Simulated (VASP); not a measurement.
Energy against volume of KCl (rock salt). Calculation: optB88-vdW, VASP's PBE PAW potentials (set 64) (plane waves; VASP). Numerical set-up: 520 eV cut-off, 7×7×7 Γ-centred mesh, Gaussian smearing of 0.050 eV, potentials K_sv Cl.

```json
[
 {"V (Å³/atom)": "29.557", "E (eV/atom)": "-1.55111"},
 {"V (Å³/atom)": "30.471", "E (eV/atom)": "-1.55356"},
 {"V (Å³/atom)": "31.385", "E (eV/atom)": "-1.55248"},
 {"V (Å³/atom)": "32.299", "E (eV/atom)": "-1.54842"}
]
```

Problem. Fit these four points and predict the energy of the run at 28.642 Å³/atom.

Solution. A cubic in V^(−2/3), the third-order Birch-Murnaghan form, passes through the four points with V0 = 30.63 Å³/atom and B0 = 20 GPa, and gives -1.5445 eV/atom there. The run gave -1.5444 eV/atom, +0.1 meV/atom from the fit; all five points give B0 = 20 GPa.

The compound is KCl in the rock salt structure. It was relaxed first.
